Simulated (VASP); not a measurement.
**RuRh: equation of state with PBEsol**

RuRh:

```xyz
2
Lattice="2.7094 0.0000 0.0000 -1.3547 2.3464 0.0000 0.0000 0.0000 4.2984" Properties=species:S:1:pos:R:3 pbc="T T T"
Rh    1.3547    0.7821    0.0000
Ru    0.0000    0.0000    2.1492
```

The cell comes from a database or a generator and needn't be the stable form of this composition.

```yaml
Program: VASP 6.6.1
Task: equation of state
Functional: PBEsol
Potentials_or_basis: VASP PAW PBE potentials, release 64 (Rh_pv, Ru_pv)
Cutoff: 520 eV
k_mesh: 11 × 11 × 6
Occupations: fermi-dirac, width 0.05 eV
Spin: no spin polarisation
```

| Property | Result |
| --- | --- |
| Equilibrium volume | 13.41 Å³/atom |
| Bulk modulus at fixed shape and positions | 323 GPa |
| Pressure derivative of the bulk modulus | 5.0 |

Energy against volume, from the lowest point:
```csv
volume (Å³/atom),energy (meV/atom)
12.843,25.99
13.117,6.58
13.390,0.00
13.663,4.72
13.937,19.47
14.210,43.06
14.483,74.48
```

All runs of the series together: 4.5 min on 1 thread of AMD EPYC 7R43 64-Core Processor (Zen 3), on a shared host.

Caveat: the cell was scaled at fixed shape and fractional positions, which overstates the stiffness of a crystal with free parameters, most of all of layers and chains; the PAW data sets were made with another functional, which shifts forces and pressure a little.
